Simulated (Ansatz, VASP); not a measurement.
## Cross-check of SnSe2 between VASP and Ansatz

One calculation is typed for both programs; each brings its own data sets. How far apart do they land? The cell is taken from a series of runs on this material, whose earlier steps may have relaxed, scaled, displaced or heated it; both programs get it as it stands.

Main program and level: Ansatz 0.2.0; plane waves, with VASP 6.6.1 beside it; PBE with D3(BJ).

**1. The starting structure**

The cell holds 3 atoms: 1 Sn and 2 Se. Cell: a = 3.824 Å, b = 3.824 Å, c = 30.080 Å, α = 90.0°, β = 90.0°, γ = 120.0°. Vacuum lies along c.

**2. VASP: zone-centre phonons, PBE with D3(BJ)**

Second derivatives magnify differences that forces hide, and they need a tight electronic threshold.

Lines of VASP's logs that name or quote its potential files are left out, and so is its time.

Contents of INCAR:

```
SYSTEM = SnSe2
PREC = Accurate
ENCUT = 500
EDIFF = 1E-08
NELM = 120
ISMEAR = 0
SIGMA = 0.01
LREAL = .FALSE.
ALGO = Normal
GGA = PE
IVDW = 12
NBANDS = 19
LORBIT = 11
LWAVE = .FALSE.
LCHARG = .FALSE.
ISIF = 2
IBRION = 6
NFREE = 2
POTIM = 0.015
NSW = 1
LASPH = .TRUE.
GGA_COMPAT = .FALSE.
EFERMI = MIDGAP
NELMDL = -8
KPAR = 2
```

Contents of POSCAR:

```
SnSe2
1.0
    3.8242510357      0.0000000000      0.0000000000
   -1.9121255178      3.3118985474      0.0000000000
    0.0000000000      0.0000000000     30.0799871200
Sn Se
1 2
Direct
    0.0000000000      0.0000000000      0.3181517320
    0.3333333333      0.6666666667      0.3713561945
    0.6666666667      0.3333333333      0.2649472695
```

Contents of KPOINTS:

```
Automatic mesh
0
Gamma
9 9 1
0 0 0
```

PAW data sets: Sn_d and Se (PBE family, release 64).

Command:

```
mpirun -np 2 vasp_std
```

Numbers of over 12 decimals in the logs are rounded to 6 here.

Log:

```text
[banner, memory and clock lines left out]
running    2 mpi-ranks, on    1 nodes
 distrk:  each k-point on    1 cores,    2 groups
 distr:  one band on    1 cores,    1 groups

 POSCAR found type information on POSCAR SnSe
 POSCAR found :  2 types and       3 ions
 LDA part: xc-table for (Slater+PW92), standard interpolation
 POSCAR, INCAR and KPOINTS ok, starting setup
 FFT: planning ... GRIDC
 FFT: planning ... GRID_SOFT
 FFT: planning ... GRID
 WAVECAR not read
 entering main loop
       N       E                     dE             d eps       ncg     rms          rms(c)
DAV:   1     0.178379499578E+03    0.17838E+03   -0.10328E+04   544   0.997E+02
DAV:   2     0.980686809086E+01   -0.16857E+03   -0.16349E+03   623   0.216E+02
DAV:   3    -0.115519085859E+02   -0.21359E+02   -0.21303E+02   581   0.885E+01
DAV:   4    -0.121179769374E+02   -0.56607E+00   -0.56527E+00   617   0.177E+01
DAV:   5    -0.121304210300E+02   -0.12444E-01   -0.12443E-01   638   0.272E+00
DAV:   6    -0.121307762036E+02   -0.35517E-03   -0.35517E-03   651   0.378E-01
DAV:   7    -0.121307804659E+02   -0.42624E-05   -0.42623E-05   671   0.423E-02
DAV:   8    -0.121307805900E+02   -0.12409E-06   -0.12393E-06   675   0.607E-03    0.481E+00
DAV:   9    -0.118739379510E+02    0.25684E+00   -0.57876E-01   690   0.781E+00    0.312E+00
DAV:  10    -0.118574836341E+02    0.16454E-01   -0.23134E-01   545   0.318E+00    0.503E-01
DAV:  11    -0.118533571734E+02    0.41265E-02   -0.26212E-02   598   0.164E+00    0.288E-01
DAV:  12    -0.118536038022E+02   -0.24663E-03   -0.24533E-03   545   0.317E-01    0.607E-02
DAV:  13    -0.118535980860E+02    0.57162E-05   -0.15559E-04   671   0.119E-01    0.319E-02
DAV:  14    -0.118536191862E+02   -0.21100E-04   -0.97144E-05   558   0.504E-02    0.106E-02
[...]
DAV:  21    -0.118538332893E+02   -0.39246E-05   -0.10671E-07   495   0.168E-03    0.228E-04
DAV:  22    -0.118538345855E+02   -0.12961E-05   -0.13842E-08   507   0.473E-04    0.240E-04
DAV:  23    -0.118538359273E+02   -0.13418E-05   -0.17864E-08   423   0.351E-04    0.220E-04
DAV:  24    -0.118538365029E+02   -0.57558E-06   -0.45429E-09   524   0.217E-04    0.671E-05
DAV:  25    -0.118538367432E+02   -0.24032E-06   -0.63495E-10   488   0.141E-04    0.112E-04
DAV:  26    -0.118538368074E+02   -0.64231E-07    0.14780E-09   518   0.891E-05    0.133E-05
DAV:  27    -0.118538368191E+02   -0.11697E-07    0.18541E-09   449   0.372E-05    0.593E-06
DAV:  28    -0.118538368251E+02   -0.60090E-08    0.18484E-09   413   0.333E-05
   1 F= -.12611298E+02 E0= -.12611298E+02  d E =0.000000E+00
[... from here on, the cycles between the ionic steps are left out ...]
   2 F= -.12610714E+02 E0= -.12610714E+02  d E =0.000000E+00
   4 F= -.12609475E+02 E0= -.12609475E+02  d E =0.000000E+00
   5 F= -.12609471E+02 E0= -.12609471E+02  d E =0.000000E+00
   6 F= -.12610965E+02 E0= -.12610965E+02  d E =0.000000E+00
   7 F= -.12610965E+02 E0= -.12610965E+02  d E =0.000000E+00
   8 F= -.12610526E+02 E0= -.12610526E+02  d E =0.000000E+00
 Finite differences progress:
  Degree of freedom:   4/  4
  Displacement:        1/  2
  Total:               7/  8
 bond charge predicted
       N       E                     dE             d eps       ncg     rms          rms(c)
DAV:   1    -0.118498932389E+02    0.43931E-02   -0.77820E-01   456   0.359E+00    0.271E-01
DAV:   2    -0.118513660457E+02   -0.14728E-02   -0.25461E-02   544   0.821E-01    0.682E-02
DAV:   3    -0.118514061297E+02   -0.40084E-04   -0.10592E-03   615   0.182E-01    0.435E-02
DAV:   4    -0.118513834663E+02    0.22663E-04   -0.56113E-05   602   0.390E-02    0.250E-02
DAV:   5    -0.118513790337E+02    0.44326E-05   -0.56385E-05   587   0.390E-02    0.112E-02
DAV:   6    -0.118513816549E+02   -0.26211E-05   -0.35154E-06   585   0.131E-02    0.881E-03
DAV:   7    -0.118513847918E+02   -0.31370E-05   -0.11964E-06   609   0.567E-03    0.216E-03
DAV:   8    -0.118513865636E+02   -0.17718E-05   -0.36870E-07   605   0.288E-03    0.805E-04
DAV:   9    -0.118513885065E+02   -0.19428E-05   -0.71117E-08   607   0.127E-03    0.443E-04
DAV:  10    -0.118513895622E+02   -0.10557E-05   -0.19744E-08   509   0.563E-04    0.226E-04
DAV:  11    -0.118513921170E+02   -0.25548E-05   -0.19023E-07   505   0.114E-03    0.356E-04
DAV:  12    -0.118513926456E+02   -0.52859E-06   -0.17564E-08   533   0.457E-04    0.102E-04
DAV:  13    -0.118513930518E+02   -0.40618E-06   -0.15861E-08   475   0.339E-04    0.146E-04
DAV:  14    -0.118513931666E+02   -0.11487E-06   -0.22862E-09   516   0.178E-04    0.744E-05
DAV:  15    -0.118513932132E+02   -0.46579E-07    0.74462E-11   506   0.129E-04    0.234E-05
DAV:  16    -0.118513932321E+02   -0.18860E-07    0.11779E-09   505   0.776E-05    0.201E-05
DAV:  17    -0.118513932395E+02   -0.74460E-08    0.17119E-09   474   0.415E-05
   9 F= -.12610069E+02 E0= -.12610069E+02  d E =0.000000E+00
 Finite differences progress:
  Degree of freedom:   4/  4
  Displacement:        2/  2
  Total:               8/  8
```

From OUTCAR (step 2):

```text
ion  position               nearest neighbor table
   1  0.000  0.000  0.318-   3 2.73   2 2.73   3 2.73   2 2.73   3 2.73   2 2.73
   2  0.333  0.667  0.371-   1 2.73   1 2.73   1 2.73
   3  0.667  0.333  0.265-   1 2.73   1 2.73   1 2.73

  LATTYP: Found a hexagonal cell.
 ALAT       =     3.8242510357
 C/A-ratio  =     7.8655890629

 Subroutine GETGRP returns: Found 12 space group operations
 (whereof  6 operations were pure point group operations)

The static configuration has the point symmetry C_3v.
 The point group associated with its full space group is D_3d.

 Found     12 irreducible k-points:

   k-points           NKPTS =     12   k-points in BZ     NKDIM =     12   number of bands    NBANDS=     19

   dimension x,y,z NGX =    28 NGY =   28 NGZ =  224
   dimension x,y,z NGXF=    56 NGYF=   56 NGZF=  448

   ENCUT  =  500.0 eV  36.75 Ry    6.06 a.u.   6.97  6.97 54.84*2*pi/ulx,y,z

   NELECT =      26.0000    total number of electrons

 k-points in reciprocal lattice and weights: Automatic mesh
   0.00000000  0.00000000  0.00000000       0.012
   0.11111111 -0.00000000  0.00000000       0.074
   0.22222222  0.00000000  0.00000000       0.074
   0.33333333 -0.00000000  0.00000000       0.074
   0.44444444  0.00000000  0.00000000       0.074
   0.11111111  0.11111111  0.00000000       0.074
   0.22222222  0.11111111  0.00000000       0.148
   0.33333333  0.11111111  0.00000000       0.148
   0.44444444  0.11111111  0.00000000       0.074
   0.22222222  0.22222222  0.00000000       0.074
   0.33333333  0.22222222  0.00000000       0.148
   0.33333333  0.33333333  0.00000000       0.025

 Edisp (eV)   -0.75624

 average (electrostatic) potential at core
       1-110.7033       2 -61.3702       3 -61.3309

 E-fermi :  -3.5162

 k-point     1 :       0.0000    0.0000    0.0000
  band No.  band energies     occupation
    ...
      9      -5.0964      2.00000
     10      -4.4120      2.00000
     11      -4.4120      2.00000
     12      -4.0147      2.00000
     13      -4.0147      2.00000
     14      -2.3334      0.00000
     15      -0.8280      0.00000
     16       0.6875      0.00000
     17       0.6875      0.00000
     18       1.6385      0.00000
    ...

 k-point     2 :       0.1111   -0.0000    0.0000
  band No.  band energies     occupation
    ...
      9      -5.4026      2.00000
     10      -5.0390      2.00000
     11      -4.7809      2.00000
     12      -4.6181      2.00000
     13      -3.9374      2.00000
     14      -1.7842      0.00000
     15      -0.2111      0.00000
     16       0.5567      0.00000
     17       0.9654      0.00000
     18       1.7785      0.00000
    ...

 k-point     3 :       0.2222    0.0000    0.0000
  band No.  band energies     occupation
    ...
      9      -6.7681      2.00000
     10      -5.6489      2.00000
     11      -5.3681      2.00000
     12      -4.8418      2.00000
     13      -4.0064      2.00000
     14      -1.9076      0.00000
     15       0.0831      0.00000
     16       1.4490      0.00000
     17       1.4928      0.00000
     18       2.0615      0.00000
    ...

 Edisp (eV)   -0.75868

  Total       0.12269     0.12269     0.26843     0.00000     0.00000     0.00000
  in kB       0.51598     0.51598     1.12887     0.00000     0.00000     0.00000
  external pressure =        0.72 kB  Pullay stress =        0.00 kB

  energy-cutoff  :      500.00
  volume of cell :      380.98
      direct lattice vectors                 reciprocal lattice vectors
     3.824251036  0.000000000  0.000000000     0.261489110  0.150970808  0.000000000
    -1.912125518  3.311898547  0.000000000     0.000000000  0.301941616  0.000000000
     0.000000000  0.000000000 30.079987120     0.000000000  0.000000000  0.033244695

 POSITION                                       TOTAL-FORCE (eV/Angst)
 -----------------------------------------------------------------------------------
      0.00000      0.00000      9.57000         0.000000      0.000000     -0.122964
     -0.00000      2.20793     11.15539         0.000000      0.000000      0.149933
      1.91213      1.10397      7.96961        -0.000000      0.000000     -0.026969
 -----------------------------------------------------------------------------------
    total drift:                                0.000000     -0.000000      0.000107

  FREE ENERGIE OF THE ION-ELECTRON SYSTEM (eV)
  ---------------------------------------------------
  free  energy   TOTEN  =       -12.6100694527 eV

  energy  without entropy=      -12.6100694527  energy(sigma->0) =      -12.61006945

 Eigenvectors and eigenvalues of the dynamical matrix
 ----------------------------------------------------

   1 f  =    7.654877 THz    48.097010 2PiTHz  255.339211 cm-1    31.658013 meV
             X         Y         Z           dx          dy          dz
      0.000000  0.000000  9.570000     0.000000    0.000000   -0.755205
     -0.000000  2.207932 11.170390     0.000000    0.000000    0.463501
      1.912126  1.103966  7.969610    -0.000000   -0.000000    0.463501

   2 f  =    5.460971 THz    34.312294 2PiTHz  182.158393 cm-1    22.584752 meV
             X         Y         Z           dx          dy          dz
      0.000000  0.000000  9.570000     0.000000    0.000000    0.000000
     -0.000000  2.207932 11.170390     0.000000   -0.000000    0.707107
      1.912126  1.103966  7.969610    -0.000000    0.000000   -0.707107

   3 f  =    4.314291 THz    27.107488 2PiTHz  143.909249 cm-1    17.842465 meV
             X         Y         Z           dx          dy          dz
      0.000000  0.000000  9.570000    -0.350097   -0.670758    0.000000
     -0.000000  2.207932 11.170390     0.213928    0.409869    0.000000
      1.912126  1.103966  7.969610     0.213928    0.409869   -0.000000

   4 f  =    4.314291 THz    27.107488 2PiTHz  143.909249 cm-1    17.842465 meV
             X         Y         Z           dx          dy          dz
      0.000000  0.000000  9.570000     0.670758   -0.350097    0.000000
     -0.000000  2.207932 11.170390    -0.409869    0.213928    0.000000
      1.912126  1.103966  7.969610    -0.409869    0.213928   -0.000000

   5 f  =    3.212843 THz    20.186885 2PiTHz  107.168891 cm-1    13.287243 meV
             X         Y         Z           dx          dy          dz
      0.000000  0.000000  9.570000    -0.000000   -0.000000   -0.000000
     -0.000000  2.207932 11.170390     0.327184    0.626858   -0.000000
      1.912126  1.103966  7.969610    -0.327184   -0.626858   -0.000000

   6 f  =    3.212843 THz    20.186885 2PiTHz  107.168891 cm-1    13.287243 meV
             X         Y         Z           dx          dy          dz
      0.000000  0.000000  9.570000    -0.000000    0.000000    0.000000
     -0.000000  2.207932 11.170390     0.626858   -0.327184   -0.000000
      1.912126  1.103966  7.969610    -0.626858    0.327184    0.000000

   7 f/i=    0.004148 THz     0.026064 2PiTHz    0.138371 cm-1     0.017156 meV
             X         Y         Z           dx          dy          dz
      0.000000  0.000000  9.570000     0.000000   -0.000000   -0.655489
     -0.000000  2.207932 11.170390     0.000000   -0.000000   -0.534010
      1.912126  1.103966  7.969610     0.000000   -0.000000   -0.534010

   8 f/i=    0.007032 THz     0.044184 2PiTHz    0.234566 cm-1     0.029082 meV
             X         Y         Z           dx          dy          dz
      0.000000  0.000000  9.570000    -0.621746    0.202357   -0.000000
     -0.000000  2.207932 11.170390    -0.508749    0.165580   -0.000000
      1.912126  1.103966  7.969610    -0.508749    0.165580   -0.000000

   9 f/i=    0.007032 THz     0.044184 2PiTHz    0.234566 cm-1     0.029082 meV
             X         Y         Z           dx          dy          dz
      0.000000  0.000000  9.570000     0.202357    0.621746   -0.000000
     -0.000000  2.207932 11.170390     0.165580    0.508749   -0.000000
      1.912126  1.103966  7.969610     0.165580    0.508749   -0.000000

 ELASTIC MODULI CONTR FROM IONIC RELAXATION (kBar)
 Direction    XX          YY          ZZ          XY          YZ          ZX
 --------------------------------------------------------------------------------
 XX         -32.2756    -29.0949    -79.7445     -0.0000     10.6770      0.0000
 YY         -29.0949    -32.2756    -79.7445     -0.0000    -10.6770     -0.0000
 ZZ         -79.7445    -79.7445   -207.2393     -0.0000     -0.0000      0.0000
 XY          -0.0000     -0.0000     -0.0000     -1.5903     -0.0000     10.6770
 YZ          10.6770    -10.6770     -0.0000     -0.0000    -71.6809     -0.0000
 ZX           0.0000     -0.0000      0.0000     10.6770     -0.0000    -71.6810
 --------------------------------------------------------------------------------

 total charge
# of ion       s       p       d       tot
------------------------------------------
    1        1.056   1.011  10.096  12.162
    2        1.483   2.309   0.025   3.817
    3        1.483   2.309   0.025   3.817
--------------------------------------------------
tot          4.021   5.630  10.146  19.797

[... 3 further parts left out ...]
```

CONTCAR:

```
SnSe2
   1.00000000000000
     3.8242510357000001    0.0000000000000000    0.0000000000000000
    -1.9121255178000001    3.3118985473999998    0.0000000000000000
     0.0000000000000000    0.0000000000000000   30.0799871199999984
  Sn              Se
     1     2
Direct
     0.0000000000000000    0.0000000000000000    0.3181517319999969
     0.3333333332999971    0.6666666667000031    0.3708575240737099
     0.6666666667000030    0.3333333332999970    0.2649472694999986
```

The last energy, forces, stress and levels in OUTCAR belong to the last displaced cell, not to the cell of POSCAR.

Levels, forces or a CONTCAR printed for this step are those of its last displaced cell, not of the structure at rest.

[end of part 1 of 2]

[Lines on the potential files, build, host, timing and source positions are cut from VASP's logs without a mark.]

[Logs are printed without paths, hosts, clocks, repeated set-up lines and the standing remarks that a program may print on its own settings, such as how far it seeks lower states.]

[Hosts, paths, dates, database ids (printed as entryN), source tags and the programs' standing remarks are cut or masked in the printed files.]
